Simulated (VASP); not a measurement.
# Lattice constant a of diamond and zinc-blende semiconductors: measurement against PBE

Computed values from VASP (plane waves, PAW); cells keep the symmetry of their structure type. Static lattice, each level at its own minimum.

Here x stands for PBE a and y for measured a.

```
solid  PBE a (Å)  measured a (Å)  cut-off (eV)  basis of the measured value
-----  ---------  --------------  ------------  ---------------------------
BN         3.626           3.593           520    0 K, zero-point corrected
BP         4.547           4.525           520    0 K, zero-point corrected
GaP        5.506           5.439           520    0 K, zero-point corrected
AlAs       5.733           5.649           520    0 K, zero-point corrected
GaAs       5.750           5.640           520    0 K, zero-point corrected
Ge         5.761           5.644           520    0 K, zero-point corrected
Sn         6.656               ?           520    0 K, zero-point corrected
```

Taking a straight line for y over the 6 complete rows: With u = x - 5.2, the rows have u = -1.5740, -0.6530, 0.3060, 0.5330, 0.5500, 0.5610. Means: u -0.046167, y 5.0817. About the means, the sum of products is 3.7409 and the sum of squares of u is 3.8860; the slope is their ratio. Least squares gives y = 5.1261 + 0.96266·u. Residuals (row less fit): -0.0179, 0.0275, 0.0183, 0.0098, -0.0156, -0.0222; standard error 0.0237 (degrees of freedom: 4). The slope is 0.963 with a standard error of 0.012. Before the fit, PBE less measured has mean 0.0722, mean absolute 0.0722 and median absolute 0.0755 Å over these 6 rows.

Q: Predict the withheld y at x = 6.656 from the fit, and compare with measurement.

A: u = 1.4560, so y = 5.1261 + 0.96266 × 1.4560 = 6.5277 Å. The measured value is 6.477 Å, 0.0507 Å below the prediction (1.8 % of the range of y in the table). The row lies outside the fitted rows, so this is an extrapolation. From the scatter of the fitted rows alone, a prediction at this place has a standard error of 0.0313 Å, so the miss is 1.6 times that.

Plain PBE misses this row by 0.179 Å. Sn is here grey tin, stable below 13 °C. The rows are a random draw of 7 from the 13 solids that have both values on this basis (zero-point corrected by the source), of 26 computed in this series. Not drawn: V to Ni and open 4f shells, rows kept for tests, unfit runs, cells that left their space group, values derived or compiled from fits, values whose temperature is given only as extrapolated, encyclopaedia, home-page and unnamed sources, sources from 2025 on. Measured values as quoted by these papers, many of them computational: BN Tamar Goldzak et al., The Journal of Chemical Physics (2022), arXiv:2208.04865; BP Daniel Mejia-Rodriguez et al., Physical Review B (2018), arXiv:1807.09216; GaP Daniel Mejia-Rodriguez et al., Physical Review B (2018), arXiv:1807.09216; AlAs Daniel Mejia-Rodriguez et al., Physical Review B (2018), arXiv:1807.09216; GaAs Daniel Mejia-Rodriguez et al., Physical Review B (2018), arXiv:1807.09216; Ge Daniel Mejia-Rodriguez et al., Physical Review B (2018), arXiv:1807.09216; Sn Daniel Mejia-Rodriguez et al., Physical Review B (2018), arXiv:1807.09216.
